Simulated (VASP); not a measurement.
Consider the following.

```
SrTiO3
1.0
    3.83507     0.00000     0.00000
    0.00000     3.83507     0.00000
    0.00000     0.00000     3.83507
Sr Ti O
1 1 3
Direct
  0.00000   0.00000   0.00000
  0.50000   0.50000   0.50000
  0.50000   0.00000   0.50000
  0.00000   0.50000   0.50000
  0.50000   0.50000   0.00000
```

These are optB86b-vdW, VASP's PBE PAW potentials (set 64) (plane waves; VASP) values and carry that method's errors. Settings: 520 eV cut-off, 6×6×6 Γ-centred mesh, Gaussian smearing of 0.050 eV, potentials Sr_sv Ti_sv O.

Give the stress tensor in GPa (positive for a compressed cell).

```
12.83   0.00   0.00
 0.00  12.83   0.00
 0.00   0.00  12.83
```
The pressure is its mean diagonal, 12.83 GPa.

The compound is SrTiO3 in the cubic perovskite structure, the ideal cubic form; the compound distorts at low or room temperature. This cell is one point of a volume scan, at 0.94 of the reference volume.
